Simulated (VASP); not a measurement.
Input:

```
CELL_PARAMETERS angstrom
      3.89837    -2.13373     0.00000
      3.89837     2.13373     0.00000
      2.74233     0.00000     3.58545
ATOMIC_POSITIONS crystal
  Sb 0.23350 0.23350 0.23350
  Sb 0.77602 0.77602 0.76650
```

The numbers are results of PBE GGA, VASP's PBE PAW potentials (set 64) (plane waves; VASP 6.6.1), not measurements. Numerical set-up: 400 eV cut-off, 4×4×4 Monkhorst-Pack mesh, first-order Methfessel-Paxton smearing of 0.10 eV, potentials Sb.

Task: Give the force on each atom (eV/Å).

Result: 
```
atom      Fx     Fy      Fz
----  ------  -----  ------
Sb1    0.398  0.000   0.066
Sb2   -0.398  0.000  -0.066
```

Task: Give the stress tensor in GPa (positive for a compressed cell).

Result: 
```
 3.79   0.00  -1.17
 0.00   4.53   0.00
-1.17   0.00   5.18
```
The pressure is its mean diagonal, 4.50 GPa.

The compound is Sb in the a7 structure. The cell was not relaxed at this level. The k-mesh is coarse (spacing up to 0.45 per Å, 2π included), so the numbers may not be converged in it. The run is one of a series of settings (KPOINTS 4×4×4 Monkhorst-Pack mesh against the base run), some of them coarse on purpose.
